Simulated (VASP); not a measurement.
Consider the following.

```
CELL_PARAMETERS angstrom
     -2.76680     2.76680     5.42504
      2.76680    -2.76680     5.42504
      2.76680     2.76680    -5.42504
ATOMIC_POSITIONS crystal
  Al 0.25000 0.75000 0.50000
  Al 0.50000 0.50000 0.00000
  Zn 0.00000 0.00000 0.00000
  Se 0.39318 0.88219 0.01273
  Se 0.11781 0.13054 0.51099
  Se 0.86946 0.38045 0.98727
  Se 0.61955 0.60682 0.48901
```

Method: LDA (Ceperley-Alder, Perdew-Zunger), VASP's LDA PAW potentials (set 64) (plane waves; VASP). Settings: 300 eV cut-off, 4×4×4 Γ-centred mesh, Gaussian smearing of 0.010 eV, potentials Al Zn Se.

Give the energies of bands 11 to 24 at the high-symmetry points, in eV from the valence-band maximum.

```csv
band,Γ,X,P,N,M,S,R
11,-4.77,-5.18,-5.11,-4.13,-4.60,-4.21,-4.99
12,-3.40,-4.51,-4.93,-3.88,-3.39,-4.11,-4.53
13,-3.00,-3.22,-3.60,-3.41,-2.49,-3.06,-3.18
14,-3.00,-2.78,-2.11,-3.12,-2.49,-2.71,-2.73
15,-2.93,-2.41,-1.79,-2.39,-2.43,-2.50,-2.37
16,-2.57,-1.30,-1.67,-2.06,-1.73,-2.30,-1.59
17,-1.64,-1.19,-1.31,-1.77,-1.47,-1.73,-1.45
18,-1.64,-0.93,-0.92,-1.44,-1.33,-1.46,-0.99
19,-0.03,-0.40,-0.81,-1.02,-1.33,-1.29,-0.58
20,0.00,-0.36,-0.36,-0.93,-0.61,-0.59,-0.45
21,0.00,-0.07,-0.20,-0.32,-0.61,-0.26,-0.30
22,2.15,2.62,3.29,4.15,2.71,3.44,2.95
23,2.69,3.53,3.68,4.36,2.71,3.95,3.80
24,3.74,4.14,3.86,4.44,3.00,4.11,4.71
```

The gap is direct, 2.15 eV, from the valence maximum at Γ to the conduction minimum at Γ.

The structure comes from a computed database's Al2ZnSe4 entry (I-4); how it stands against other phases isn't given here. The cell was not relaxed at this level.
